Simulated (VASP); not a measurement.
Consider the following.

```
CELL_PARAMETERS angstrom
      1.50275    -2.60284     0.00000
      1.50275     2.60284     0.00000
      0.00000     0.00000     5.93302
ATOMIC_POSITIONS crystal
  Cd 0.33333 0.66667 0.25000
  Cd 0.66667 0.33333 0.75000
```

These are PBE GGA, VASP's PBE PAW potentials (set 64) (plane waves; VASP 6.6.1) values and carry that method's errors. Numerical set-up: 520 eV cut-off, Gaussian smearing of 0.050 eV, potentials Cd.

Task: Estimate the band gap (along the path) with the smallest direct gap where there is one.

Result: 
- band gap (along the path) = none (metal, semimetal or under 0.01 eV)

The compound is Cd in the hcp structure. It was relaxed first, which changed the volume by +7 %.
